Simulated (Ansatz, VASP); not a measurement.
# HC2 (C(110) slab, H on both faces) in two plane-wave programs, part 2 of 2

One calculation is typed for both programs; each brings its own data sets. How far apart do they land? Of the first pair: The structure shown is the start of the Ansatz relaxation below; VASP solves that cell, so the two are compared at the walk's first step.

VASP 6.6.1 and Ansatz 0.2.0.

So far. Step 4 (Comparison): The forces differ by 11 meV/Å r.m.s., which is 1.0 % of the r.m.s. force of 1.095 eV/Å (both taken over all components). With vacuum in the cell, a pressure given here is an average over mostly empty space and none of the material.

## 6. VASP: single point, LDA, relaxed cell, pair 2

Level of this step: LDA; plane waves and PAW (C, H) (VASP).

The same cell, functional (in two slightly different forms), mesh and smearing now go to VASP, with its own data sets.

File INCAR:

```
SYSTEM = HC2
PREC = Accurate
ENCUT = 520
EDIFF = 1E-06
NELM = 120
ISMEAR = 0
SIGMA = 0.025
LREAL = Auto
ALGO = Normal
GGA = PW92
NBANDS = 396
LORBIT = 11
LWAVE = .FALSE.
LCHARG = .FALSE.
ISIF = 2
LASPH = .TRUE.
GGA_COMPAT = .FALSE.
EFERMI = MIDGAP
```

File POSCAR:

```
HC2
1.0
   12.6112490000      0.0000000000      0.0000000000
    0.0000000000     10.7010000000      0.0000000000
    0.0000000000      0.0000000000     15.5633370000
C H
120 60
Direct
    0.8999300000      0.1653900000      0.3816200000
    0.9999100000      0.0861000000      0.3816100000
    0.9998700000      0.0003400000      0.4597400000
    0.8998600000      0.2510200000      0.4598000000
    0.8998800000      0.1670400000      0.5402900000
    0.9998900000      0.0842800000      0.5402900000
    0.9998400000      0.9985900000      0.6184400000
    0.8998600000      0.2527300000      0.6184800000
    0.0999200000      0.1653100000      0.3816100000
    0.1999000000      0.0860600000      0.3816500000
    0.1998600000      0.0003200000      0.4597700000
    0.0998800000      0.2510000000      0.4597600000
    0.0998700000      0.1670300000      0.5402700000
    0.1999100000      0.0843000000      0.5402600000
    0.1998800000      0.9986500000      0.6184600000
    0.0999100000      0.2527000000      0.6184300000
    0.8999200000      0.4987700000      0.3816500000
    0.9998500000      0.4194400000      0.3816500000
    0.9998500000      0.3337200000      0.4597900000
    0.8999000000      0.5843700000      0.4598200000
    0.8998400000      0.5003900000      0.5403300000
    0.9998700000      0.4176300000      0.5403300000
    0.9998800000      0.3319000000      0.6184900000
    0.8998500000      0.5860700000      0.6184700000
    0.2998600000      0.1652900000      0.3815600000
    0.3998400000      0.0860600000      0.3814800000
    0.3998500000      0.0003800000      0.4596500000
    0.2998800000      0.2510000000      0.4597200000
    0.2999100000      0.1670800000      0.5402300000
    0.3999200000      0.0843500000      0.5401900000
[... 144 atom lines left out ...]
    0.5996600000      0.7218500000      0.6779400000
    0.4997400000      0.8630100000      0.6777900000
    0.6998200000      0.8885100000      0.3221200000
    0.7998600000      0.6961700000      0.3221800000
    0.8000200000      0.7219000000      0.6778700000
    0.6996700000      0.8628600000      0.6776400000
```

File KPOINTS:

```
Automatic mesh
0
Gamma
1 1 1
0 0 0
```

Potentials, in the order of the species: C and H (LDA family, release 64).

Command:

```sh
> export OMP_NUM_THREADS=3
> mpirun -np 1 vasp_gam
```

The program printed:

```text
[banner, memory and clock lines left out]
running    1 mpi-ranks, on    1 nodes
[...]
Offloading initialized ...    1 GPUs detected
[...]
[... a notice as in an earlier step ...]

 LDA part: xc-table for (Slater(with rela. corr.)+PW92), standard interpolation
 POSCAR, INCAR and KPOINTS ok, starting setup
[...]
entering main loop
       N       E                     dE             d eps       ncg     rms          rms(c)
DAV:   1     0.488983569114E+04    0.48898E+04   -0.27765E+05   808   0.127E+03
DAV:   2    -0.885084423748E+03   -0.57749E+04   -0.54590E+04  1112   0.314E+02
DAV:   3    -0.150688011297E+04   -0.62180E+03   -0.61586E+03  1000   0.106E+02
DAV:   4    -0.152810471163E+04   -0.21225E+02   -0.21148E+02  1064   0.219E+01
[...]
DAV:  20    -0.143355393297E+04   -0.98017E-05   -0.41351E-07   688   0.104E-03    0.325E-04
DAV:  21    -0.143355393623E+04   -0.32608E-05   -0.22629E-07   632   0.562E-04    0.226E-04
DAV:  22    -0.143355393656E+04   -0.32508E-06   -0.42075E-08   696   0.367E-04
   1 F= -.14335539E+04 E0= -.14335539E+04  d E =0.000000E+00
```

From OUTCAR (step 6):

```text
  FREE ENERGIE OF THE ION-ELECTRON SYSTEM (eV)
  ---------------------------------------------------
  free  energy   TOTEN  =     -1433.5539365558 eV

  energy  without entropy=    -1433.5539365558  energy(sigma->0) =    -1433.55393656
```

## 7. Differences

Compared:

| quantity | Ansatz | VASP | difference |
| --- | --- | --- | --- |
| gap on the k mesh (eV) | 2.436 | 2.440 | -0.003 |

At this near-relaxed geometry the largest component of a force difference is 30 meV/Å. A gap on the mesh is an upper bound, since the band edges may lie between its points. With vacuum in the cell, a pressure given here is an average over mostly empty space and none of the material.

## 8. Summary of results

```json
{"r.m.s. force difference (single point, LDA, start cell, pair 1)": "0.99 % of the r.m.s. force", "difference in gap on the k mesh (single point, LDA, relaxed cell, pair 2)": "-0.0034 eV", "r.m.s. force difference (single point, LDA, relaxed cell, pair 2)": "11 meV/Å"}
```

The r.m.s. force difference is 11 meV/Å (single point, LDA, relaxed cell, pair 2), within the 12 meV/Å picked in this series as the mark of a large difference. Such differences can come from data sets, numerical settings and the points named under the comparisons, not from the functional's error against experiment.

[Lines on the potential files, build, host, timing and source positions are cut from VASP's logs without a mark.]

[Logs are printed without paths, hosts, clocks, repeated set-up lines and the standing remarks that a program may print on its own settings, such as how far it seeks lower states.]

[Hosts, paths, dates, database ids (printed as entryN), source tags and the programs' standing remarks are cut or masked in the printed files.]
